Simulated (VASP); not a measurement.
MgO has the cubic space group Fm-3m (No. 225), the rock salt structure, Pearson symbol cF8. Cell: a = b = c = 4.201 Å, α = β = γ = 90.00°. Mg on 4a is surrounded by 6 O at 2.100 Å (octahedral). O on 4b has 6 Mg at 2.100 Å (octahedral). (Neighbours: up to the widest gap in distance over summed covalent radii, below 1.35, at either atom; cation-cation and far metal-metal contacts left out.)
(The calculation used a cell of 2 atoms; values per cell refer to that cell.)

Computed with PBE0 hybrid, VASP's PBE PAW potentials (set 64) (plane waves; VASP 6.6.1). Run with 520 eV cut-off, 8×8×8 Γ-centred mesh, Gaussian smearing of 0.050 eV, potentials Mg O.

Problem. Give the energy at these volumes per atom, relative to the lowest: 8.71, 9.00, 9.29, 9.57, 9.86 Å³.

Solution. 19.4, 4.2, 0.0, 5.1, 18.1 meV/atom. A third-order Birch-Murnaghan fit gives B0 = 170 GPa and B0′ = 4.2.

Measured: bulk modulus 170 GPa at 0 K (computed value off by -0.2 %), as given by Daniel Mejia-Rodriguez et al., Physical Review B (2018), arXiv:1807.09216 [0 K value with the zero-point phonon effect removed]; a 4.189 Å at 0 K (computed value off by +0.3 %), as given by Daniel Mejia-Rodriguez et al., Physical Review B (2018), arXiv:1807.09216 [static lattice: zero-point anharmonic expansion removed].

The compound is MgO in the rock salt structure. It was relaxed first. The cell's shape comes from a PBE relaxation.
